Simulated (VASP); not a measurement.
Here is a VASP 6.6.1 calculation.

INCAR

```
PREC     = Accurate       # precision mode
ENCUT    = 520            # plane-wave cutoff, eV
EDIFF    = 1E-7           # SCF threshold, eV
ISMEAR   = 0              # smearing method
SIGMA    = 0.05           # smearing width, eV
LREAL    = F              # projectors in reciprocal space
LASPH    = T              # aspherical terms in the spheres
NELM     = 80             # most SCF steps
ALGO     = Fast           # electronic algorithm
ISIF     = 2              # what is computed and relaxed
LWAVE    = F              # write WAVECAR
LCHARG   = T              # write CHGCAR
ISPIN    = 2              # spin polarisation
MAGMOM   = 0 1 0 0        # initial moments
LORBIT   = 11             # projections on sites
NUPDOWN  = 2              # fixed moment
LMAXMIX  = 4              # l up to which the mixer works
LDAU     = T              # DFT+U
LDAUTYPE = 2            
LDAUL    = -1 2 -1        # shell
LDAUU    = 0 8 0          # U, eV
LDAUJ    = 0 0 0        
LDAUPRINT= 1            
GGA      = PS             # functional
LELF     = T              # ELF
LVHAR    = T            
NBANDS   = 32             # bands
```

File KPOINTS:

```
Automatic mesh
0
Gamma
  6 6 6
```

POSCAR

```
TlMoS2
1.0
    1.9371054200      1.1183883400      7.0324318700
   -1.9371054200      1.1183883400      7.0324318700
    0.0000000000     -2.2367766700      7.0324318700
Tl Mo S
1 1 2
Direct
    0.5000000000      0.5000000000      0.5000000000
    0.0000000000      0.0000000000      0.0000000000
    0.2667000000      0.2667000000      0.2667000000
    0.7333000000      0.7333000000      0.7333000000
```

Potentials or basis: VASP PAW PBE potentials, release 64 (Tl_d, Mo_sv, S).

Launch:

```sh
$ cat potpaw_PBE.64/Tl_d/POTCAR potpaw_PBE.64/Mo_sv/POTCAR potpaw_PBE.64/S/POTCAR > POTCAR
$ mpirun -np 1 vasp_std > vasp.out
```

**Question.** Predict the pressure.

**Answer.** -3.2 GPa.

**Question.** Predict the largest force.

**Answer.** 0.801 eV/Å.

Forces in eV/Å, atoms in the order of the input:
```
Tl   0.000  0.000  0.000
Mo   0.000  0.000  0.000
S    0.000  0.000  0.801
S    0.000  0.000 -0.801
```

Caveat: the PAW data sets were made with another functional, which shifts forces and pressure a little; the total moment is fixed, so each spin has its own Fermi level. The state reached can hang on the start; a lower one may exist.
